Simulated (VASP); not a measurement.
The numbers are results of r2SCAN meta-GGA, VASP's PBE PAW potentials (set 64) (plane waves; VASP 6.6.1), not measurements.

VASP input:

KPOINTS:
```
Automatic mesh
0
Gamma
5 5 4
0 0 0
```

POSCAR:
```
PbO
1
    3.9897546468     0.0000000000     0.0000000000
    0.0000000000     3.9897546468    -0.0000000000
    0.0000000000    -0.0000000000     5.0320870862
Pb O
2 2
Direct
  0.5000000000   0.0000000000   0.7643035023
  0.0000000000   0.5000000000   0.2356964977
  0.5000000000   0.5000000000   0.0000000000
  0.0000000000   0.0000000000   1.0000000000
```

**INCAR**
```
# general
SYSTEM  = PbO
PREC    = Accurate
ENCUT   = 580
LREAL   = .False.
LASPH   = .True.

# electronic loop
EDIFF   = 1E-6
NELM    = 100
ALGO    = Normal
LMAXMIX = 4
LMIXTAU = .True.

# smearing
ISMEAR  = 0
SIGMA   = 0.05

# functional
METAGGA = R2SCAN

# ions
IBRION  = 2
NSW     = 60
ISIF    = 3
EDIFFG  = -0.02

# output
LWAVE   = .False.
LCHARG  = .False.
```

POTCAR, in this order: Pb_d O (PBE.64 set). Program: vasp_std.

### Question
What will the output report for the number of irreducible k-points (NKPTS), largest plane-wave count, number of space-group operations, FFT grid (NGX, NGY, NGZ)?

### Answer

The number of irreducible k-points (NKPTS) is 18 and the largest plane-wave count is 2550. The number of space-group operations is 16 and the FFT grid (NGX, NGY, NGZ) comes out as 32 × 32 × 40.

The compound is PbO in the litharge structure. This run relaxes it. Symmetry was kept, so distortions that lower it aren't found. The start is the result of an earlier pass.
